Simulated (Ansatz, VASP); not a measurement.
# WC (Qusongite) in two plane-wave programs, part 2 of 2

Wanted: the spread between two codes on one cell, functional and k mesh. The cell is taken from a series of runs on this material, whose earlier steps may have relaxed, scaled, displaced or heated it; both programs get it as it stands.

VASP 6.6.1 and Ansatz 0.2.0.

So far: Set-up; VASP: zone-centre phonons, PBEsol.

## 3. Ansatz: zone-centre phonons, PBEsol

Level of this step: Ansatz beside VASP: Kohn-Sham DFT, plane waves, PBEsol (Ansatz).

Ansatz runs on its PAW soft_1 files.

The same cell, functional, mesh and smearing now go to Ansatz, which takes its cutoff from its data sets.

input.yaml reads:

```yaml
crystal:
  lattice:
    - [2.9402117137, 0.0, 0.0]
    - [-1.4701058568, 2.5462980366, 0.0]
    - [0.0, 0.0, 2.8585489683]
  atoms:
    - { symbol: C, position: [0.6666666667, 0.3333333333, 0.5] }
    - { symbol: W, position: [0.0, 0.0, 0.0] }
kpoints:
  mp_grid: { grid: [18, 18, 16] }
hamiltonian:
  xc: pbesol
  pseudopotentials: { kind: paw, azcp: { folder: soft_1 }, xc_functional: pbe }
scf:
  occupations: { method: methfessel_paxton, width: 0.2 }
output:
  eigenvalues: true
phonons:
  method: dfpt
```

The run is started by

```
ansatz run input.yaml --threads 4 --pin off --max-ram 10240MiB --backend cpu --events-out ev --progress --plain --runs-dir out
```

Numbers of over 12 decimals in the logs are rounded to 6 here.

The program printed:

```text
zone centre: on kpoints.mp_grid the ground state, and the responses unless they are solved on pairs of k-points, stand on 819 of the mesh's 5184 k-points, reduced under 4 symmetry operations, with k and −k counted as one. Each operation leaves every solved displacement unchanged or reverses it
Engine: ansatz 0.2.0, aarch64-unknown-linux-gnu
Pseudopotentials: kind: paw
Pseudopotential: C, paw, valence charge 4, recommended cutoff 420 eV (normal), soft_1/C.paw.azcp
Pseudopotential: W, paw, valence charge 14, recommended cutoff 420 eV (normal), soft_1/W.paw.azcp
Functional definition: PBEsol
  exchange = pbesol_x
  correlation = pbesol_c
Crystal: 2 atoms, lattice volume = 21.401 Å³
Basis set: ecut = 420 eV, 405 PW (Γ), exchange–correlation on 40×40×40 points (8 copies of the dense FFT grid, shifted against one another)
Bands: 13, of which v1, the nominal top of the filled ones, is band 9 counted from 1 (8 counted from 0)
Symmetry: 12 space group operations
k-points: 819 of 5184 (irreducible under 4 space group operations, time reversal used)
Non-local potential: C, projectors of the file, l = 0: 2, l = 1: 2, l = 2: 1
Non-local potential: W, projectors of the file, l = 0: 3, l = 1: 2, l = 2: 2, l = 3: 1
PAW form: soft (Blöchl's): semilocal exchange-correlation on the pseudo side does not see the compensation charge
PAW frozen core: C, regenerated for the run's functional, and the local potential with it (the file was generated under x = pbe(κ = 0.804, μ = 0.219515), c = pbe(β = 0.066725))
PAW frozen core: W, regenerated for the run's functional, and the local potential with it (the file was generated under x = pbe(κ = 0.804, μ = 0.219515), c = pbe(β = 0.066725))
PAW one-centre angular grid: C, 110 points (default); XC on 64 Gauss nodes
PAW one-centre angular grid: W, 590 points (default); XC on 64 Gauss nodes
Initial density: superposition of atomic densities (chi_scale 0.1, normalization cell, long waves kept (reshape's long-wave potential 0.00 eV rms))
Initial wavefunctions: pseudopotential atomic-orbital guess
Functional: x = pbesol(κ = 0.804, μ = 0.123457), c = pbesol(β = 0.046)
SCF iter   1: F=—  HF=-10505.886998 eV  |F-HF|=—  |Δ(HF+E_count)|=         —  Δρ=1.26e-1  dr2=4.71e0  ethr=3.10e-3  ⟨swp⟩=5.0  Hψ=53281  notcnv=0
preconditioner: auto → none  [metal: Δε(μ)=0.089 eV  Ē_g=10.503 eV  σ=0.200 eV  W_gap=0.35  n_scr=8 (ndim 8)  ℏωp=25.4 eV  f_vac=0.000  D(μ)=0.16/eV (n_scr^D=0)  sad-step TF]
SCF iter   2: F=—  HF=-10505.323411 eV  |F-HF|=—  |Δ(HF+E_count)|=   5.64e-1  S|Δr|=    0.00e0  Δρ=8.97e-2  dr2=2.46e0  ethr=3.10e-3  ⟨swp⟩=2.0  Hψ=20401  notcnv=0
SCF iter   3: F=—  HF=-10504.711000 eV  |F-HF|=—  |Δ(HF+E_count)|=   6.12e-1  S|Δr|=    0.00e0  Δρ=9.60e-3  dr2=2.39e-2  ethr=3.10e-3  ⟨swp⟩=2.1  Hψ=18215  notcnv=0
SCF iter   4: F=—  HF=-10504.707378 eV  |F-HF|=—  |Δ(HF+E_count)|=   3.62e-3  S|Δr|=    0.00e0  Δρ=9.57e-4  dr2=9.89e-5  ethr=1.33e-4  ⟨swp⟩=1.1  Hψ=17068  notcnv=0
SCF iter   5: F=—  HF=-10504.707436 eV  |F-HF|=—  |Δ(HF+E_count)|=   5.74e-5  S|Δr|=    0.00e0  Δρ=1.72e-4  dr2=2.65e-6  ethr=5.49e-7  ⟨swp⟩=2.1  Hψ=16497  notcnv=0
SCF iter   6: F=—  HF=-10504.707436 eV  |F-HF|=—  |Δ(HF+E_count)|=   6.00e-8  S|Δr|=    0.00e0  Δρ=2.12e-5  dr2=7.06e-8  ethr=1.47e-8  ⟨swp⟩=2.2  Hψ=15370  notcnv=0
SCF iter   7: F=—  HF=-10504.707435 eV  |F-HF|=—  |Δ(HF+E_count)|=   3.58e-7  S|Δr|=    0.00e0  Δρ=3.62e-6  dr2=1.79e-9  ethr=3.92e-10  ⟨swp⟩=2.0  Hψ=14830  notcnv=0
SCF iter   8: F=—  HF=-10504.707435 eV  |F-HF|=—  |Δ(HF+E_count)|=  3.58e-10  S|Δr|=    0.00e0  Δρ=7.15e-7  dr2=6.30e-11  ethr=9.92e-12  ⟨swp⟩=2.2  Hψ=17000  notcnv=0
SCF iter   9: F=-10504.707435 eV  HF=-10504.707435 eV  |F-HF|=3.64e-12  |Δ(HF+E_count)|=  2.18e-11  S|Δr|=    0.00e0  Δρ=1.14e-7  dr2=3.13e-12  ethr=1.00e-12  ⟨swp⟩=5.6  Hψ=41017  notcnv=0
SCF 1 converged in 9 iterations: F = -10504.707435 eV  dr2 = 3.13e-12
  greatest PAW one-centre occupation: 0.999 electrons in one spin orbital (limit 2), on the W atom at site 1 (counted from 0), in its partial waves of l = 0
DFPT response loops at Γ: preconditioner auto → Kerker (q_TF=auto, 2.651 Å⁻¹) (partly filled bands, converged f_vac=0.000); β = 1.00, the filter's whole step (`scf.mixing.beta` (0.50) is not read by the response loops under this deck's `scf.mixing.preconditioner`; to damp them name `kerker` or `kerker_dos`, under which they read `scf.mixing.beta`, and type it under 1.00, their step now; both keys bind the ground state too); Broyden in place of MSR1
SCF converged after 9 iterations
Stability not checked: this state was not tested for a lower state beside it, because cold or Methfessel-Paxton smearing, or corrected tetrahedra, fill the levels in a way that the test cannot read (fill_not_monotonic; see scf.lower_state_search)
Free energy (F): -10504.707435 eV
Harris-Foulkes:  -10504.707435 eV  (|F-HF|=3.64e-12)
Internal energy: -10504.707196 eV  (E = F + TS)
E sigma→0 (E₀):  -10504.707376 eV
Entropy (-TS):   -0.000239 eV (-0.120 meV/atom)
Fermi energy:    19.574071 eV
--- Per-component energies (eV) ---
  E_band       = -75.309050
  E_kinetic    = 506.230107
  E_local      = -626.529211  (includes V_loc(G=0)·N_el)
  E_nonlocal   = -0.268538
  E_hartree    = 252.882562
  E_xc         = -312.843531
  E_vxc        = -289.254497  (∫ρ·V_xc dr)
  E_paw        = -8546.606793  (= ΣΔE_a)
  E_vpaw       = -171.252255  (= ΣTr[D̂ρ^β])
  E_aug_tail   = 0.000170  (compensation charges beyond the density's cutoff)
  E_ewald      = -1777.814919
  E_core_change = 0.242958  (= ΣΔE_core)
  E_smearing   = -0.000239  (= −TS)
  E_closure    = 0.000000  (closes the sum)
  Σ components = -10504.707435   (vs F -10504.707435, Δ=0.00e0)
--- Band table (eV; the first three rows and the last of 819) ---
  k-point 0: bands = [... 5 lower, 15.4263, 16.3430, 16.3430, 19.7235, 22.6701, 22.6701, 25.0664, 25.0664]
  k-point 1: bands = [... 5 lower, 15.3799, 16.3856, 16.3856, 19.7005, 22.3385, 22.3385, 25.2699, 25.2699]
  k-point 2: bands = [... 5 lower, 15.1906, 16.5101, 16.5101, 19.7248, 21.6337, 21.6337, 25.5662, 25.5662]
  k-point 818: bands = [... 5 lower, 13.4245, 13.9511, 17.6056, 18.3602, 24.4298, 24.7817, 25.3203, 28.8331]
--- Phonons (Γ-DFPT): 4 representative perturbations + reference, on 819 of 5184 k-points (Σ response iterations 12) ---
  k mesh reduced under 4 symmetry operations, with k and −k counted as one. Each operation leaves every solved displacement unchanged or reverses it
  ASR residual: 9.380e-5 → 0.000e0 eV/Å²; symmetrization residual: 1.606e-6 eV/Å²
  ASR residual per site (eV/Å²): 2.93e-5 9.38e-5
  Γ frequencies (cm⁻¹): 0.00 0.00 0.00 540.35 578.55 578.55
  non-analytic LO–TO correction: not included (Born effective charges unavailable; polar crystals: no LO–TO splitting at Γ)
```

In the SCF lines HF is the Harris–Foulkes energy and dr2 the Hartree energy of the density residual, in eV; the loop may stop once dr2 is under the threshold and the program's other checks hold. Hψ counts applications of the Hamiltonian.

## 4. Comparison

Known differences besides the potentials themselves: the data sets hold 18 valence electrons in Ansatz (on its PAW soft_1 files) and 10 in VASP; the cutoff is 420 eV in Ansatz and 600 eV in VASP; Ansatz makes its cores anew for this functional, VASP keeps those of its PBE data sets. Total energies have different zeros and are not compared.

Compared:

```csv
quantity,Ansatz,VASP,difference
optical mode 1 (cm⁻¹),540.4,544.3,-0.73 %
optical mode 2 to 3 (cm⁻¹),578.5,584.4,-1.00 %
```

Modes are paired by rising frequency, not by their patterns, so a pair may set unlike modes beside each other; they are those without the splitting of longitudinal modes.

## 5. Results

| Quantity | Value |
| --- | --- |
| r.m.s. difference of the optical zone-centre modes, each program's sorted by frequency (zone-centre phonons, PBEsol) | 5.3 cm⁻¹ |
| difference in optical mode 2 to 3 (zone-centre phonons, PBEsol) | -1.0 % |

The r.m.s. difference of the optical zone-centre modes, each program's sorted by frequency is 5.3 cm⁻¹ (zone-centre phonons, PBEsol). The data sets hold unlike numbers of valence electrons (18 in Ansatz and 10 in VASP), so part of the differences comes from the potentials. Among the rows given in per cent, the largest difference of the zone-centre phonons, PBEsol pair is in optical mode 2 to 3, -1.0 %. Such differences can come from data sets, numerical settings and the points named under the comparisons, not from the functional's error against experiment.

[Lines on the potential files, build, host, timing and source positions are cut from VASP's logs without a mark.]

[Logs are printed without paths, hosts, clocks, repeated set-up lines and the standing remarks that a program may print on its own settings, such as how far it seeks lower states.]

[Hosts, paths, dates, database ids (printed as entryN), source tags and the programs' standing remarks are cut or masked in the printed files.]
